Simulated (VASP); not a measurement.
Calculation: PBE GGA with D3 dispersion (Becke-Johnson damping), VASP's PBE PAW potentials (set 64) (plane waves; VASP).

VASP ran on this input.

INCAR:
```
SYSTEM = Tb
PREC = Accurate
ENCUT = 520
EDIFF = 1E-7
NELM = 100
ALGO = Normal
LREAL = .FALSE.
LASPH = .TRUE.
ISMEAR = 1
SIGMA = 0.1
GGA = PE
IVDW = 12
LMAXMIX = 6
LWAVE = .FALSE.
LCHARG = .FALSE.
ISIF = 4
IBRION = 2
NSW = 30
EDIFFG = -0.01
```

KPOINTS:
```
kpoints
0
G
12 12 7
0 0 0
```

POSCAR:
```
Tb
1.0
  1.8236844717  -3.1587137084   0.0000000000
  1.8236844717   3.1587137084   0.0000000000
  0.0000000000   0.0000000000   5.6984536608
Tb
2
direct
  0.3333330000   0.6666670000   0.2500000000
  0.6666670000   0.3333330000   0.7500000000
```

POTCAR, in this order: Tb_3 (PBE.64 set). Program: vasp_std.

The 4f electrons are frozen in the core of the lanthanide potential, so 4f levels, which can set the real gap, and their magnetism are missing.

Q: What does the run give for the energy per atom (σ→0), dispersion energy, band gap (on the k-mesh)?

A: 
```yaml
energy per atom (σ→0): -4.899 eV/atom
dispersion_energy: -0.690 eV
band gap (on the k-mesh): none (metal, semimetal or under 0.01 eV)
```

OSZICAR:
```
...
   2 F= -.97974155E+01 E0= -.97972114E+01  d E =-.779422E-04
       N       E                     dE             d eps       ncg     rms          rms(c)
DAV:   1    -0.910821319674E+01   -0.31958E-03   -0.15974E-02  1986   0.931E-01    0.806E-02
DAV:   2    -0.910800710950E+01    0.20609E-03   -0.27037E-04  2306   0.140E-01    0.492E-02
DAV:   3    -0.910791837243E+01    0.88737E-04   -0.10921E-04  2455   0.812E-02    0.279E-02
DAV:   4    -0.910791808469E+01    0.28774E-06   -0.18092E-05  2519   0.316E-02    0.127E-02
DAV:   5    -0.910791803884E+01    0.45845E-07   -0.42310E-07  2215   0.509E-03
   3 F= -.97974335E+01 E0= -.97972435E+01  d E =-.959323E-04
```

The compound is Tb in the hcp structure. This cell is one point of a volume scan, at 1.06 of the reference volume. Symmetry was kept, so distortions that lower it aren't found.
